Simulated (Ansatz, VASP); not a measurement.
## TaSiO4 in VASP and in Ansatz

INCAR

```
SYSTEM = TaSiO4
PREC = Accurate ; ENCUT = 600
EDIFF = 1E-6 ; ISMEAR = 0
SIGMA = 0.1 ; LREAL = .False.
LASPH = .True. ; NELM = 100
ALGO = Normal ; ISIF = 3
LWAVE = .False. ; LCHARG = .False.
GGA = PE ; IBRION = 2
NSW = 90 ; EDIFFG = -0.04
```

KPOINTS

```
regular mesh
0
Gamma
  6 6 4
  0 0 0
```

POSCAR

```
TaSiO4
1.0
    3.4781902500      0.0000000000      0.0000000000
   -1.7390951200      3.0122011200      0.0000000000
    0.0000000000      0.0000000000      6.3193572100
Ta Si O
1 1 4
Direct
    0.0000000000      0.0000000000      0.5000000000
    0.0000000000      0.0000000000      0.0000000000
    0.0000000000      0.0000000000      0.8046376100
    0.0000000000      0.0000000000      0.1953623900
    0.3333333300      0.6666666700      0.5000000000
    0.6666666700      0.3333333300      0.5000000000
```

Input for Ansatz:

```yaml
crystal:
  lattice:
    - [3.47819025, 0.0, 0.0]
    - [-1.73909512, 3.01220112, 0.0]
    - [0.0, 0.0, 6.31935721]
  atoms:
    - { symbol: Ta, position: [0.0, 0.0, 0.5] }
    - { symbol: Si, position: [0.0, 0.0, 0.0] }
    - { symbol: O, position: [0.0, 0.0, 0.80463761] }
    - { symbol: O, position: [0.0, 0.0, 0.19536239] }
    - { symbol: O, position: [0.33333333, 0.66666667, 0.5] }
    - { symbol: O, position: [0.66666667, 0.33333333, 0.5] }
basis:
  ecutwfc: 420
kpoints:
  mp_grid: { grid: [6, 6, 4] }
hamiltonian:
  xc: pbe
scf:
  occupations: { method: gaussian, width: 0.1 }
  lower_state_search: "off"
output:
  forces: true
  stress: true
  eigenvalues: true
relax:
  adjacent_minimum: "off"
  f_tol: 0.04
  max_steps: 70
  cell: { stress_tol: 0.4 }
```

Alike in both runs: task relaxation of cell and atoms; functional PBE; k mesh 6 × 6 × 4; occupations gaussian, width 0.1 eV; no spin polarisation.

|  | VASP | Ansatz |
| --- | --- | --- |
| version | VASP 6.6.1 | Ansatz 0.2.0 |
| potentials or method | VASP PAW PBE potentials, release 64 (Ta_pv, Si, O) | scalar-relativistic, plane waves, PAW |
| plane-wave cutoff (eV) | 600 | 420 |
| valence electrons in the cell | 39 | 41 |

```csv
,VASP,Ansatz,Ansatz less VASP
"gap on the k mesh at the Fermi level, each at its own relaxed structure (eV)",none,none,-
relaxed volume (Å³/atom),14.09,14.08,-0.018
relaxed cell length with the largest relative difference (Å),3.667,3.665,-0.0028
energy change over the relaxation (meV/atom),-1729,-1772,-43.4
```

A gap of «none» marks a metal or a gap that the smearing closes. The two sets of potentials don't hold the same shells in valence.

Caveats: the volume moved by over 15 % at a fixed basis, so the end points are rough (VASP); an odd number of electrons without spin polarisation forces a metal; a magnetic or distorted state may lie lower. Spin-orbit coupling is left out, which matters for the levels of Ta.
